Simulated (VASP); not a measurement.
Here is a VASP 6.6.1 calculation.

Contents of INCAR:

```
  PREC = Accurate
  ENCUT = 520
  EDIFF = 1E-6
  ISMEAR = -1
  SIGMA = 0.1
  LREAL = False
  LASPH = True
  NELM = 100
  ALGO = Normal
  ISIF = 2
  LWAVE = False
  LCHARG = False
  GGA = PE
  NBANDS = 42
```

Contents of KPOINTS:

```
Automatic mesh
0
Gamma
  3 3 3
```

The input POSCAR:

```
CaC2BrO6
1.0
    4.9021880000      0.5292760000      0.2086120000
    0.3488770000      5.1880260000      0.2083590000
   -0.4979400000      0.2449980000      5.3810500000
Ca Br C O
1 1 2 6
Direct
    0.4469955665      0.6400681575      0.6390857546
    0.2443702380      0.3027046480      0.1101850379
    0.8042114023      0.5186392633      0.1308346313
    1.0861361708      0.6578168865      1.1581975437
    0.1801045011      0.8280464321     -0.0097813413
    1.0576355127      0.3712338633      0.7023076582
    0.5798224081      0.0761462707      0.5473272553
    0.8857339068      0.6573712984      0.3388758796
    0.0692385060      0.1652179782      0.5717293770
    0.6049386916      0.9900060272      0.3083594956
```

Potentials or basis: VASP PAW PBE potentials, release 64 (Ca_sv, Br, C, O).

Run with:

```sh
$ cat potpaw_PBE.64/Ca_sv/POTCAR potpaw_PBE.64/Br/POTCAR potpaw_PBE.64/C/POTCAR potpaw_PBE.64/O/POTCAR > POTCAR
$ mpirun -np 1 vasp_std > vasp.out
```

Problem. Predict the largest force.

Solution. 4.541 eV/Å.

Problem. Predict the pressure.

Solution. 0.4 GPa.

Forces on the atoms (eV/Å):
```
Ca   0.210  0.587  0.437
Br   0.776 -1.852  1.107
C    1.321  1.834  0.845
C    0.183  1.060 -4.412
O   -1.806 -1.713  2.776
O   -0.245 -0.071 -1.133
O    0.261 -1.026 -0.648
O    1.322 -1.358 -0.947
O    0.011  0.313  0.320
O   -2.033  2.228  1.655
```

Caveat: the k mesh is coarse (spacing up to 0.43 Å⁻¹), so the values aren't converged; an odd number of electrons without spin polarisation forces a metal; a magnetic or distorted state may lie lower.
